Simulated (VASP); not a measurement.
Level of theory: PBE GGA with D3 dispersion (zero damping), VASP's PBE PAW potentials (set 64) (plane waves; VASP).

A VASP calculation is set up with these files.

KPOINTS:
```
Automatic mesh
0
Gamma
11 11 11
0 0 0
```

INCAR:
```
IBRION  =  2
LWAVE  =  F
NELM  =  100   ! most electronic steps
ALGO  =  Normal   ! blocked Davidson
LASPH  =  T
EDIFF  =  1E-6
ENCUT  =  520   ! plane-wave cut-off (eV)
NSW  =  60   ! most ionic steps
ISMEAR  =  1
LCHARG  =  F
GGA  =  PE
IVDW  =  11
ISIF  =  3   ! ions, shape and volume
SYSTEM  =  Eu
PREC  =  Accurate
LREAL  =  F
SIGMA  =  0.1   ! width (eV)
LMAXMIX  =  6
EDIFFG  =  -0.01
```

File POSCAR:
```
Eu
1
   -2.1950930028     2.1950930028     2.1950930028
    2.1950930028    -2.1950930028     2.1950930028
    2.1950930028     2.1950930028    -2.1950930028
Eu
1
Direct
  1.0000000000   1.0000000000   1.0000000000
```

POTCAR, in this order: Eu_2 (PBE.64 set). Program: vasp_std.

The 4f electrons are frozen in the core of the lanthanide potential, so 4f levels, which can set the real gap, and their magnetism are missing.

Problem. Estimate the energy per atom (σ→0), dispersion energy, volume per atom, band gap (on the k-mesh).

Solution. 
```json
{
  "energy per atom (σ→0)": "-2.079 eV/atom",
  "dispersion_energy": "-0.223 eV",
  "band gap (on the k-mesh)": "none (metal, semimetal or under 0.01 eV)",
  "volume_per_atom": "41.73 Å³/atom"
}
```

File OSZICAR:
```
...
       N       E                     dE             d eps       ncg     rms          rms(c)
DAV:   1    -0.185853464444E+01   -0.55490E-03   -0.41063E-02  1008   0.211E+00    0.179E-01
DAV:   2    -0.185723788830E+01    0.12968E-02   -0.13080E-03  1368   0.371E-01    0.964E-02
DAV:   3    -0.185669248334E+01    0.54540E-03   -0.16349E-03  1384   0.391E-01    0.455E-02
DAV:   4    -0.185669422137E+01   -0.17380E-05   -0.14167E-05  1216   0.341E-02    0.202E-02
DAV:   5    -0.185669647605E+01   -0.22547E-05   -0.34838E-06  1368   0.164E-02    0.184E-03
DAV:   6    -0.185669621264E+01    0.26341E-06   -0.75039E-08   480   0.272E-03
   3 F= -.20793284E+01 E0= -.20793813E+01  d E =-.271643E-03
```

The compound is Eu in the bcc structure. This run relaxes it. Symmetry was kept, so distortions that lower it aren't found. The start is the result of an earlier pass.
